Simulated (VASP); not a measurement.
Input:

```yaml
crystal:
  lattice:
    - [4.15618, 0.00000, 0.00000]
    - [0.00000, 4.15618, 0.00000]
    - [0.00000, 0.00000, 5.79174]
  atoms:
    - { symbol: Zn, position: [0.00000, 0.00000, 0.00000] }
    - { symbol: Sn, position: [0.50000, 0.50000, 0.50000] }
    - { symbol: As, position: [0.00000, 0.50000, 0.22249] }
    - { symbol: As, position: [0.50000, 0.00000, 0.77751] }
```

All values below come from PBEsol GGA, VASP's PBE PAW potentials (set 64) (plane waves; VASP). Numerical set-up: 400 eV cut-off, Gaussian smearing of 0.050 eV, potentials Zn Sn_d As.

Give the energies of bands 9 to 21 at the high-symmetry points, in eV from the Fermi level.

```json
[
 {"band": "9", "Γ": "-7.01", "X": "-7.01", "M": "-6.97", "Z": "-7.03", "R": "-7.01", "A": "-7.02"},
 {"band": "10", "Γ": "-7.01", "X": "-7.00", "M": "-6.82", "Z": "-7.03", "R": "-6.95", "A": "-6.98"},
 {"band": "11", "Γ": "-6.87", "X": "-6.89", "M": "-6.78", "Z": "-6.89", "R": "-6.88", "A": "-6.81"},
 {"band": "12", "Γ": "-6.83", "X": "-6.82", "M": "-6.74", "Z": "-6.83", "R": "-6.82", "A": "-6.68"},
 {"band": "13", "Γ": "-6.40", "X": "-6.00", "M": "-6.74", "Z": "-4.59", "R": "-6.75", "A": "-6.68"},
 {"band": "14", "Γ": "-2.78", "X": "-4.47", "M": "-5.32", "Z": "-3.28", "R": "-5.62", "A": "-5.11"},
 {"band": "15", "Γ": "-2.78", "X": "-3.57", "M": "-3.28", "Z": "-2.06", "R": "-1.64", "A": "-3.95"},
 {"band": "16", "Γ": "-0.27", "X": "-3.00", "M": "-2.71", "Z": "-2.06", "R": "-1.54", "A": "-3.39"},
 {"band": "17", "Γ": "-0.24", "X": "-1.72", "M": "-2.71", "Z": "-1.40", "R": "-0.77", "A": "-3.39"},
 {"band": "18", "Γ": "0.01", "X": "-0.84", "M": "-1.84", "Z": "-1.40", "R": "-0.77", "A": "-2.64"},
 {"band": "19", "Γ": "0.01", "X": "1.67", "M": "0.63", "Z": "1.25", "R": "-0.05", "A": "3.10"},
 {"band": "20", "Γ": "1.23", "X": "3.27", "M": "1.12", "Z": "1.73", "R": "1.60", "A": "3.84"},
 {"band": "21", "Γ": "1.99", "X": "4.02", "M": "1.12", "Z": "3.29", "R": "3.49", "A": "3.84"}
]
```

It has no gap at this level: it comes out as a metal or semimetal.

The structure comes from a computed database's ZnSnAs2 entry (P-4m2); how it stands against other phases isn't given here. It was relaxed first.
